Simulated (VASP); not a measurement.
VASP input:

### INCAR
```
SYSTEM = AlN
PREC = Accurate; ENCUT = 620; LREAL = .FALSE.
LASPH = .TRUE.
EDIFF = 1E-6; NELM = 100; ALGO = Normal
ISMEAR = 0; SIGMA = 0.05
GGA = PS
IBRION = 2; NSW = 40; ISIF = 3
EDIFFG = -0.02; PSTRESS = 200
LWAVE = .FALSE.; LCHARG = .FALSE.
```

### KPOINTS
```
Automatic mesh
0
Gamma
8 8 5
0 0 0
```

File POSCAR:
```
AlN
1.0
  1.5173111627  -2.6280600166   0.0000000000
  1.5173111627   2.6280600166   0.0000000000
  0.0000000000   0.0000000000   4.8191493196
Al N
2 2
Cart
  1.5173111627  -0.8760217576   2.4039892990
  1.5173111627   0.8760217576   4.8135639588
  1.5173111627  -0.8760217576   4.2560750607
  1.5173111627   0.8760217576   1.8465004009
```

POTCAR, in this order: Al N (PBE.64 set). Program: vasp_std.

### Question
Translate this PBEsol calculation to Quantum ESPRESSO's pw.x.

### Answer
One equivalent input (not run):
```
&CONTROL
  calculation = 'vc-relax'
  pseudo_dir = './pseudo'
  outdir = './out'
  tprnfor = .true.
  tstress = .true.
  nstep = 40
  forc_conv_thr = 0.00078
/
&SYSTEM
  ibrav = 0
  nat = 4
  ntyp = 2
  ecutwfc = 84
  occupations = 'smearing'
  smearing = 'gaussian'
  degauss = 0.003675
  input_dft = 'pbesol'
/
&ELECTRONS
  conv_thr = 7.3e-08
  electron_maxstep = 100
/
&IONS
/
&CELL
  press = 200
/
ATOMIC_SPECIES
  Al 26.982 Al.upf
  N 14.007 N.upf
CELL_PARAMETERS angstrom
     1.5173112   -2.6280600   -0.0000000
     1.5173112    2.6280600    0.0000000
     0.0000000   -0.0000000    4.8191493
ATOMIC_POSITIONS crystal
  Al   0.6666670  0.3333330  0.4988410
  Al   0.3333330  0.6666670  0.9988410
  N    0.6666670  0.3333330  0.8831590
  N    0.3333330  0.6666670  0.3831590
K_POINTS automatic
  8 8 5 0 0 0
```
What does not carry over: the potentials are each code's own (VASP's PAW set, PseudoDojo norm-conserving files in pw.x), so ENCUT and ecutwfc are chosen apart and not converted; conv_thr bounds pw.x's estimated SCF error, while EDIFF bounds the energy change between steps; forc_conv_thr acts on force components and is met together with etot_conv_thr.

The compound is AlN in the wurtzite structure. It was relaxed first under an external pressure of 20 GPa.
